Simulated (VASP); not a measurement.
Data:

```yaml
crystal:
  lattice:
    - [1.96876, 1.13666, 6.56690]
    - [-1.96876, 1.13666, 6.56690]
    - [0.00000, -2.27333, 6.56690]
  atoms:
    - { symbol: Na, position: [0.00000, 0.00000, 0.00000] }
    - { symbol: Y, position: [0.50000, 0.50000, 0.50000] }
    - { symbol: S, position: [0.24264, 0.24264, 0.24264] }
    - { symbol: S, position: [0.75736, 0.75736, 0.75736] }
```

All values below come from PBEsol GGA, VASP's PBE PAW potentials (set 64) (plane waves; VASP). Numerical set-up: 400 eV cut-off, Gaussian smearing of 0.050 eV, potentials Na_pv Y_sv S.

Question: What does the run give for the band gap (along the path) with the smallest direct gap where there is one?

Answer: 
- band gap (along the path): 2.15 eV
- smallest direct gap (along the path): 2.98 eV

The structure comes from a computed database's NaYS2 entry (R-3m); how it stands against other phases isn't given here. It was relaxed first.
